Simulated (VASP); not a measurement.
Energy against volume of TiC (rock salt). These are RPBE GGA, VASP's PBE PAW potentials (set 64) (plane waves; VASP) values and carry that method's errors. Run with 520 eV cut-off, 14×14×14 Γ-centred mesh, first-order Methfessel-Paxton smearing of 0.10 eV, potentials Ti_sv C.

```json
[
 {"V (Å³/atom)": "10.057", "E (eV/atom)": "-8.89507"},
 {"V (Å³/atom)": "10.368", "E (eV/atom)": "-8.90239"},
 {"V (Å³/atom)": "10.679", "E (eV/atom)": "-8.89589"},
 {"V (Å³/atom)": "10.990", "E (eV/atom)": "-8.87751"}
]
```

Problem. Fit these four points and predict the energy of the run at 9.746 Å³/atom.

Solution. A cubic in V^(−2/3), the third-order Birch-Murnaghan form, passes through the four points with V0 = 10.37 Å³/atom and B0 = 237 GPa, and gives -8.8716 eV/atom there. The run gave -8.8717 eV/atom, -0.1 meV/atom from the fit; all five points give B0 = 237 GPa.

The compound is TiC in the rock salt structure. It was relaxed first.
